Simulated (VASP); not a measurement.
# Energy against moment in FeNi3 (Awaruite), part 2 of 3

Aim: the energy of FeNi3 (Awaruite) as a function of its total moment. The start is a cell from a database of measured crystal structures.

VASP 6.6.1, plane waves and PAW; the level of theory is named at each step.

Still holding for the runs below: The magnetic state follows from one typed start and may not be the lowest. The k-mesh is coarse for a metal.

So far. Step 3 (Fixed spin moment, fixed moment 0): Energy at zero smearing: -48.52096 eV. Step 3 (Fixed spin moment, fixed moment 0): The run ends at a pressure of -16.28 GPa.

## (4) Fixed spin moment, fixed moment 1.09

Level of this step: r2SCAN, spin-polarised, total moment fixed; plane waves and PAW (Ni, Fe) (VASP).

INCAR

```
SYSTEM = FeNi3
PREC = Accurate
ENCUT = 350
EDIFF = 1E-06
NELM = 150
ISMEAR = 1
SIGMA = 0.05
LREAL = .FALSE.
ALGO = Normal
METAGGA = R2SCAN
LASPH = .TRUE.
NBANDS = 33
ISPIN = 2
MAGMOM = 0.18 0.18 0.18 0.55
LMAXMIX = 4
LORBIT = 11
LWAVE = .FALSE.
LCHARG = .FALSE.
AMIX = 0.2
BMIX = 1E-04
AMIX_MAG = 0.8
BMIX_MAG = 1E-04
NUPDOWN = 1.09
```

POSCAR

```
FeNi3
1.0
    3.5450000000      0.0000000000      0.0000000000
    0.0000000000      3.5450000000      0.0000000000
    0.0000000000      0.0000000000      3.5450000000
Ni Fe
3 1
Direct
    0.5000000000      0.5000000000      0.0000000000
    0.5000000000      0.0000000000      0.5000000000
    0.0000000000      0.5000000000      0.5000000000
    0.0000000000      0.0000000000      0.0000000000
```

KPOINTS

```
Automatic mesh
0
Gamma
7 7 7
0 0 0
```

PAW data sets: Ni and Fe (PBE family, release 64).

On the command line:

```bash
> mpirun -np 1 vasp_std
```

What it wrote:

```text
[... set-up lines as in an earlier step ...]
 entering main loop
       N       E                     dE             d eps       ncg     rms          rms(c)
DAV:   1     0.174164378512E+03    0.17416E+03   -0.13067E+04  2880   0.124E+03
DAV:   2    -0.456580103570E+02   -0.21982E+03   -0.20545E+03  2648   0.265E+02
DAV:   3    -0.589494201597E+02   -0.13291E+02   -0.12759E+02  2952   0.848E+01
DAV:   4    -0.591430376632E+02   -0.19362E+00   -0.19342E+00  2981   0.108E+01
DAV:   5    -0.591501983744E+02   -0.71607E-02   -0.71601E-02  3744   0.166E+00    0.219E+01
DAV:   6    -0.499195654973E+02    0.92306E+01   -0.22829E+01  3079   0.643E+01    0.197E+01
DAV:   7    -0.506547683022E+02   -0.73520E+00   -0.12442E+01  3127   0.745E+01    0.197E+01
DAV:   8    -0.487759547269E+02    0.18788E+01   -0.45773E+00  3932   0.206E+01    0.710E+00
DAV:   9    -0.489129976937E+02   -0.13704E+00   -0.87411E-01  3966   0.102E+01    0.501E+00
DAV:  10    -0.491155745450E+02   -0.20258E+00   -0.37317E-01  3850   0.575E+00    0.399E+00
DAV:  11    -0.492475151296E+02   -0.13194E+00   -0.41874E-01  3984   0.903E+00    0.307E+00
DAV:  12    -0.492808393019E+02   -0.33324E-01   -0.96349E-02  3676   0.479E+00    0.259E+00
DAV:  13    -0.492735342678E+02    0.73050E-02   -0.29280E-02  4303   0.276E+00    0.194E+00
DAV:  14    -0.492937690526E+02   -0.20235E-01   -0.41330E-02  4286   0.280E+00    0.833E-01
DAV:  15    -0.492962199084E+02   -0.24509E-02   -0.87447E-03  4253   0.101E+00    0.490E-01
DAV:  16    -0.492964125107E+02   -0.19260E-03   -0.54556E-03  4115   0.939E-01    0.130E-01
DAV:  17    -0.492968360152E+02   -0.42350E-03   -0.11295E-03  3269   0.449E-01    0.131E-01
DAV:  18    -0.492968063801E+02    0.29635E-04   -0.28956E-04  3659   0.265E-01    0.444E-02
DAV:  19    -0.492968346329E+02   -0.28253E-04   -0.83802E-05  3942   0.114E-01    0.366E-02
DAV:  20    -0.492968340721E+02    0.56083E-06   -0.37158E-05  3349   0.861E-02    0.107E-02
DAV:  21    -0.492968403676E+02   -0.62955E-05   -0.23379E-05  2823   0.569E-02    0.112E-02
DAV:  22    -0.492968402773E+02    0.90215E-07   -0.11733E-06  1565   0.133E-02
   1 F= -.49296840E+02 E0= -.49297330E+02  d E =0.146969E-02  mag=     1.0900
```

The job ended after 79 s (1 MPI rank of Intel Xeon 6975P-C (Granite Rapids), shared host; peak memory 0.16 GiB).

OUTCAR, selected parts (step 4):

```text
The static configuration has the point symmetry O_h .

 Found     20 irreducible k-points:

   NELECT =      38.0000    total number of electrons

 E-fermi :   8.6521

 spin component 1
 k-point     1 :       0.0000    0.0000    0.0000
  band No.  band energies     occupation
    ...
     11       6.8814      1.00000
     12       6.8814      1.00000
     13       7.6801      1.00000
     14       7.6801      1.00000
     15       7.8736      1.00000
     16       8.2713     -0.00000
     17       8.2713     -0.00000
     18       8.2713     -0.00000
     19       8.5763     -0.00000
     20       8.5763     -0.00000
    ...

 k-point     2 :       0.1429    0.0000    0.0000
  band No.  band energies     occupation
    ...
     13       7.5590      1.00000
     14       7.6245      1.00000
     15       7.7241      1.00000
     16       7.7241      1.00000
     17       7.7909      1.00000
     18       8.2718     -0.00000
     19       8.3235     -0.00000
     20       8.3235     -0.00000
     21       8.5768     -0.00000
     22       9.4834      0.00000
    ...

 k-point     3 :       0.2857    0.0000    0.0000
  band No.  band energies     occupation
    ...
     16       7.4201      1.00000
     17       7.5832      1.00000
     18       7.6394      1.00000
     19       7.9332      1.00148
     20       7.9332      1.00148
     21       8.2723     -0.00000
     22       8.5774     -0.00000
     23      13.2739      0.00000
     24      13.2739      0.00000
     25      17.9640      0.00000
    ...

 k-point     4 :       0.4286    0.0000    0.0000
  band No.  band energies     occupation
    ...
     16       7.0729      1.00000
     17       7.1854      1.00000
     18       7.4615      1.00000
     19       7.4615      1.00000
     20       7.5293      1.00000
     21       8.2727     -0.00000
     22       8.5778     -0.00000
     23      15.2649      0.00000
     24      15.2650      0.00000
     25      17.4639      0.00000
    ...

  Total       -2.0849258     -2.0849258     -2.0849258      0.0000000     -0.0000000      0.0000000
  in kB      -74.9812136    -74.9812136    -74.9812136      0.0000000     -0.0000000      0.0000000
  external PRESSURE =     -74.9812136 kB  Pullay stress =       0.0000000 kB

  FREE ENERGIE OF THE ION-ELECTRON SYSTEM (eV)
  ---------------------------------------------------
  free  energy   TOTEN  =       -49.2968402773 eV

  energy  without entropy=      -49.2983099711  energy(sigma->0) =      -49.29733018

 total charge
# of ion       s       p       d       tot
------------------------------------------
    1        0.518   0.529   8.307   9.354
    2        0.518   0.529   8.307   9.354
    3        0.518   0.529   8.307   9.354
    4        0.467   0.503   6.172   7.143
--------------------------------------------------
tot          2.020   2.091  31.094  35.205

 magnetization (x)
# of ion       s       p       d       tot
------------------------------------------
    1       -0.008  -0.022  -0.380  -0.411
    2       -0.008  -0.022  -0.380  -0.411
    3       -0.008  -0.022  -0.380  -0.411
    4        0.025   0.029   2.261   2.315
--------------------------------------------------
tot          0.000  -0.038   1.121   1.083

[... 9 parts as in an earlier step ...]

[... 9 further parts left out ...]
```

This step gave:

```
electronic cycles                                 : 22
free energy (TOTEN)                               : -49.30 eV
energy at zero smearing                           : -49.30 eV
moment of the cell, from the last line of the log : 1.09 μB
```

Spin moment in the PAW sphere by atom:

```csv
atom,spin moment in the PAW sphere (μB)
Ni1,-0.41
Ni2,-0.41
Ni3,-0.41
Fe4,2.31
```

Energy at zero smearing: -49.29733 eV.

The run ends at a pressure of -7.50 GPa.

## (5) Fixed spin moment, fixed moment 2.18

INCAR, as its differences from that of step 4:

```diff
@@ -13,3 +13,3 @@
 ISPIN = 2
-MAGMOM = 0.18 0.18 0.18 0.55
+MAGMOM = 0.36 0.36 0.36 1.09
 LMAXMIX = 4
@@ -22,2 +22,2 @@
 BMIX_MAG = 1E-04
-NUPDOWN = 1.09
+NUPDOWN = 2.18
```

POSCAR is that of step 4.

KPOINTS is that of step 4.

On the command line:

```bash
> mpirun -np 1 vasp_std
```

What it wrote:

```text
[... set-up lines as in an earlier step ...]
 entering main loop
       N       E                     dE             d eps       ncg     rms          rms(c)
DAV:   1     0.174679274562E+03    0.17468E+03   -0.13098E+04  2880   0.124E+03
DAV:   2    -0.457528845712E+02   -0.22043E+03   -0.20575E+03  2648   0.265E+02
DAV:   3    -0.590870855300E+02   -0.13334E+02   -0.12815E+02  2953   0.852E+01
DAV:   4    -0.592807202202E+02   -0.19363E+00   -0.19343E+00  2980   0.108E+01
[...]
DAV:  19    -0.497180762933E+02    0.18051E-04   -0.43279E-05  3434   0.186E-01    0.305E-02
DAV:  20    -0.497180741426E+02    0.21507E-05   -0.86011E-06  3601   0.422E-02    0.161E-02
DAV:  21    -0.497180740600E+02    0.82539E-07   -0.25142E-06  2187   0.324E-02
   1 F= -.49718074E+02 E0= -.49718360E+02  d E =0.856364E-03  mag=     2.1800
```

Wall time 75 s (1 MPI rank); peak memory 0.17 GiB.

Parts of OUTCAR (step 5):

```text
  Total       -1.7737369     -1.7737369     -1.7737369      0.0000000     -0.0000000      0.0000000
  in kB      -63.7897758    -63.7897758    -63.7897758      0.0000000     -0.0000000      0.0000000
  external PRESSURE =     -63.7897758 kB  Pullay stress =       0.0000000 kB

  FREE ENERGIE OF THE ION-ELECTRON SYSTEM (eV)
  ---------------------------------------------------
  free  energy   TOTEN  =       -49.7180740600 eV

  energy  without entropy=      -49.7189304242  energy(sigma->0) =      -49.71835951

 magnetization (x)
# of ion       s       p       d       tot
------------------------------------------
    1       -0.014  -0.043  -0.177  -0.234
    2       -0.014  -0.043  -0.177  -0.234
    3       -0.014  -0.043  -0.177  -0.234
    4        0.023   0.017   2.876   2.917
--------------------------------------------------
tot         -0.020  -0.111   2.346   2.215

[... 3 parts as in an earlier step ...]

[... 1 further part left out ...]
[key lines of the parts left out:]
E-fermi :   8.8104
```

Energy at zero smearing: -49.71836 eV.

The run ends at a pressure of -6.38 GPa.

## (6) Fixed spin moment, fixed moment 3.27

INCAR, as its differences from that of step 5:

```diff
@@ -13,3 +13,3 @@
 ISPIN = 2
-MAGMOM = 0.36 0.36 0.36 1.09
+MAGMOM = 0.55 0.55 0.55 1.64
 LMAXMIX = 4
@@ -22,2 +22,2 @@
 BMIX_MAG = 1E-04
-NUPDOWN = 2.18
+NUPDOWN = 3.27
```

POSCAR is that of step 5.

KPOINTS is that of step 5.

On the command line:

```bash
> mpirun -np 1 vasp_std
```

What it wrote:

```text
[... set-up lines as in an earlier step ...]
 entering main loop
       N       E                     dE             d eps       ncg     rms          rms(c)
DAV:   1     0.175449696516E+03    0.17545E+03   -0.13102E+04  2880   0.124E+03
DAV:   2    -0.458616566992E+02   -0.22131E+03   -0.20611E+03  2648   0.266E+02
DAV:   3    -0.593163540465E+02   -0.13455E+02   -0.12940E+02  2944   0.857E+01
DAV:   4    -0.595112898768E+02   -0.19494E+00   -0.19474E+00  3003   0.109E+01
[...]
DAV:  20    -0.501118725918E+02   -0.62023E-05   -0.11176E-05  2930   0.519E-02    0.213E-02
DAV:  21    -0.501118763537E+02   -0.37620E-05   -0.49494E-06  2367   0.455E-02    0.265E-02
DAV:  22    -0.501118767945E+02   -0.44081E-06   -0.67577E-06  2561   0.469E-02
   1 F= -.50111877E+02 E0= -.50112255E+02  d E =0.113398E-02  mag=     3.2700
```

Run time: 77 s. Hardware: 1 MPI rank; peak memory 0.17 GiB.

Parts of OUTCAR (step 6):

```text
  Total       -2.0569152     -2.0569152     -2.0569152     -0.0000000      0.0000000     -0.0000000
  in kB      -73.9738550    -73.9738550    -73.9738550     -0.0000000      0.0000000     -0.0000000
  external PRESSURE =     -73.9738550 kB  Pullay stress =       0.0000000 kB

  FREE ENERGIE OF THE ION-ELECTRON SYSTEM (eV)
  ---------------------------------------------------
  free  energy   TOTEN  =       -50.1118767945 eV

  energy  without entropy=      -50.1130107731  energy(sigma->0) =      -50.11225479

 magnetization (x)
# of ion       s       p       d       tot
------------------------------------------
    1       -0.021  -0.058   0.165   0.086
    2       -0.021  -0.058   0.165   0.086
    3       -0.021  -0.058   0.165   0.086
    4        0.021   0.003   3.063   3.088
--------------------------------------------------
tot         -0.041  -0.170   3.557   3.347

[... 3 parts as in an earlier step ...]

[... 1 further part left out ...]
[key lines of the parts left out:]
E-fermi :   8.7163
```

Energy at zero smearing: -50.11225 eV.

The run ends at a pressure of -7.40 GPa.

## (7) Fixed spin moment, fixed moment 4.36

INCAR, as its differences from that of step 6:

```diff
@@ -13,3 +13,3 @@
 ISPIN = 2
-MAGMOM = 0.55 0.55 0.55 1.64
+MAGMOM = 0.73 0.73 0.73 2.18
 LMAXMIX = 4
@@ -22,2 +22,2 @@
 BMIX_MAG = 1E-04
-NUPDOWN = 3.27
+NUPDOWN = 4.36
```

POSCAR is that of step 6.

KPOINTS is that of step 6.

On the command line:

```bash
> mpirun -np 1 vasp_std
```

What it wrote:

```text
[... set-up lines as in an earlier step ...]
 entering main loop
       N       E                     dE             d eps       ncg     rms          rms(c)
DAV:   1     0.176427204449E+03    0.17643E+03   -0.13085E+04  2880   0.124E+03
DAV:   2    -0.459086785039E+02   -0.22234E+03   -0.20678E+03  2648   0.267E+02
DAV:   3    -0.595006765908E+02   -0.13592E+02   -0.13035E+02  2942   0.863E+01
DAV:   4    -0.596952206849E+02   -0.19454E+00   -0.19435E+00  3018   0.108E+01
[...]
DAV:  21    -0.505086808389E+02   -0.15372E-05   -0.19273E-06  2272   0.347E-02    0.122E-02
DAV:  22    -0.505086819070E+02   -0.10681E-05   -0.16217E-06  1854   0.251E-02    0.205E-03
DAV:  23    -0.505086820979E+02   -0.19087E-06   -0.12560E-06  1774   0.870E-03
   1 F= -.50508682E+02 E0= -.50508315E+02  d E =-.109982E-02  mag=     4.3600
```

Elapsed: 71 s, on 1 MPI rank; peak memory 0.17 GiB.

From OUTCAR (step 7):

```text
  Total       -2.1012325     -2.1012325     -2.1012325      0.0000000     -0.0000000      0.0000000
  in kB      -75.5676593    -75.5676593    -75.5676593      0.0000000     -0.0000000      0.0000000
  external PRESSURE =     -75.5676593 kB  Pullay stress =       0.0000000 kB

  FREE ENERGIE OF THE ION-ELECTRON SYSTEM (eV)
  ---------------------------------------------------
  free  energy   TOTEN  =       -50.5086820979 eV

  energy  without entropy=      -50.5075822790  energy(sigma->0) =      -50.50831549

 magnetization (x)
# of ion       s       p       d       tot
------------------------------------------
    1       -0.027  -0.080   0.574   0.468
    2       -0.027  -0.080   0.574   0.468
    3       -0.027  -0.080   0.574   0.468
    4        0.017  -0.020   3.092   3.089
--------------------------------------------------
tot         -0.064  -0.259   4.815   4.492

[... 3 parts as in an earlier step ...]

[... 1 further part left out ...]
[key lines of the parts left out:]
E-fermi :   8.6860
```

Spin moment in the PAW sphere by atom:

```
atom  spin moment in the PAW sphere (μB)
 Ni1                                0.47
 Ni2                                0.47
 Ni3                                0.47
 Fe4                                3.09
```

Energy at zero smearing: -50.50832 eV.

The run ends at a pressure of -7.56 GPa.

## (8) Fixed spin moment, fixed moment 5.45

INCAR, as its differences from that of step 7:

```diff
@@ -13,3 +13,3 @@
 ISPIN = 2
-MAGMOM = 0.73 0.73 0.73 2.18
+MAGMOM = 0.91 0.91 0.91 2.73
 LMAXMIX = 4
@@ -22,2 +22,2 @@
 BMIX_MAG = 1E-04
-NUPDOWN = 4.36
+NUPDOWN = 5.45
```

POSCAR is that of step 7.

KPOINTS is that of step 7.

On the command line:

```bash
> mpirun -np 1 vasp_std
```

What it wrote:

```text
[... set-up lines as in an earlier step ...]
 entering main loop
       N       E                     dE             d eps       ncg     rms          rms(c)
DAV:   1     0.177709975054E+03    0.17771E+03   -0.13090E+04  2880   0.125E+03
DAV:   2    -0.457406826102E+02   -0.22345E+03   -0.20748E+03  2648   0.268E+02
DAV:   3    -0.594798574875E+02   -0.13739E+02   -0.13129E+02  2950   0.869E+01
DAV:   4    -0.596748645711E+02   -0.19501E+00   -0.19482E+00  3018   0.108E+01
[...]
DAV:  15    -0.506522309983E+02   -0.33483E-04   -0.33496E-05  3733   0.109E-01    0.293E-02
DAV:  16    -0.506522366064E+02   -0.56081E-05   -0.55612E-06  3174   0.604E-02    0.171E-02
DAV:  17    -0.506522366772E+02   -0.70812E-07   -0.18776E-06  2012   0.289E-02
   1 F= -.50652237E+02 E0= -.50651804E+02  d E =-.129900E-02  mag=     5.4500
```

It took 53 s on 1 MPI rank; peak memory 0.17 GiB.

Parts of OUTCAR (step 8):

```text
  Total       -1.4998039     -1.4998039     -1.4998039      0.0000000      0.0000000      0.0000000
  in kB      -53.9381873    -53.9381873    -53.9381873      0.0000000      0.0000000      0.0000000
  external PRESSURE =     -53.9381873 kB  Pullay stress =       0.0000000 kB

  FREE ENERGIE OF THE ION-ELECTRON SYSTEM (eV)
  ---------------------------------------------------
  free  energy   TOTEN  =       -50.6522366772 eV

  energy  without entropy=      -50.6509376722  energy(sigma->0) =      -50.65180368

 magnetization (x)
# of ion       s       p       d       tot
------------------------------------------
    1       -0.019  -0.062   0.855   0.774
    2       -0.019  -0.062   0.855   0.774
    3       -0.019  -0.062   0.855   0.774
    4        0.026  -0.003   3.200   3.223
--------------------------------------------------
tot         -0.032  -0.188   5.766   5.547

[... 3 parts as in an earlier step ...]

[... 1 further part left out ...]
[key lines of the parts left out:]
E-fermi :   8.5608
```

Energy at zero smearing: -50.65180 eV.

The run ends at a pressure of -5.39 GPa.

(Part 2 of 3 ends here.)

[Lines on the potential files, build, host, timing and source positions are cut from VASP's logs without a mark.]

[Logs are printed without paths, hosts, clocks, repeated set-up lines and the standing remarks that a program may print on its own settings, such as how far it seeks lower states.]

[Hosts, paths, dates, database ids (printed as entryN), source tags and the programs' standing remarks are cut or masked in the printed files.]

[In band tables of VASP the shares of atoms and orbitals are scaled to a sum of 1 inside the atoms' spheres.]

[Runs that stopped without an error message from VASP are left out.]
